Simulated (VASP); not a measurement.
Computed with LDA (Ceperley-Alder, Perdew-Zunger), VASP's LDA PAW potentials (set 64) (plane waves; VASP 6.6.1).

VASP ran on this input.

POSCAR:
```
HfO2
1
    0.0000000000     2.4900318630     2.4900318630
    2.4900318630     0.0000000000     2.4900318630
    2.4900318630     2.4900318630     0.0000000000
Hf O
1 2
Direct
  0.0000000000   0.0000000000   0.0000000000
  0.2500000000   0.2500000000   0.2500000000
  0.7500000000   0.7500000000   0.7500000000
```

File KPOINTS:
```
Automatic mesh
0
Gamma
8 8 8
0 0 0
```

**INCAR**
```
SYSTEM = HfO2
PREC = Accurate; ENCUT = 620; LREAL = .FALSE.
LASPH = .TRUE.
EDIFF = 1E-6; NELM = 100; ALGO = Normal
LMAXMIX = 6
ISMEAR = 0; SIGMA = 0.05
IBRION = 2; NSW = 40; ISIF = 3
EDIFFG = -0.02; PSTRESS = 50
LWAVE = .FALSE.; LCHARG = .FALSE.
```

POTCAR, in this order: Hf_pv O (LDA.64 set). Program: vasp_std.

**Question.** What will the output report for the number of irreducible k-points (NKPTS), largest plane-wave count, number of space-group operations, FFT grid (NGX, NGY, NGZ)?

**Answer.** 
| Item | Value |
|---|---|
| number of irreducible k-points (NKPTS) | 29 |
| largest plane-wave count | 1106 |
| number of space-group operations | 48 |
| FFT grid (NGX, NGY, NGZ) | 30 × 30 × 30 |

The compound is HfO2 in the fluorite structure, the high-temperature cubic form, which is unstable at 0 K; the monoclinic form is the stable one. This run relaxes it under an external pressure of 5 GPa. Symmetry was kept, so distortions that lower it aren't found.
